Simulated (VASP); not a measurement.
Given:

```
CELL_PARAMETERS angstrom
      2.64927     0.00000     0.00000
      0.00000     2.64927     0.00000
      0.00000     0.00000     2.64927
ATOMIC_POSITIONS crystal
  Zn 0.00000 0.00000 0.00000
  O  0.50000 0.50000 0.50000
```

Level of theory: PBEsol GGA, VASP's PBE PAW potentials (set 64) (plane waves; VASP). Run with 620 eV cut-off, 14×14×14 Γ-centred mesh, first-order Methfessel-Paxton smearing of 0.10 eV, potentials Zn O.

What does the run give for the energy per atom (σ→0), band gap (on the k-mesh) with the smallest direct gap where there is one?

```
Item                                                         Value
------------------------  ----------------------------------------
band gap (on the k-mesh)  none (metal, semimetal or under 0.01 eV)
energy per atom (σ→0)                               -4.181 eV/atom
```

Only differences to runs with the same potentials and settings are physical.

The structure was generated: ZnO was put into the CsCl type type (Pm-3m), which need not be its known phase. It was relaxed first, which changed the volume by +27 %.
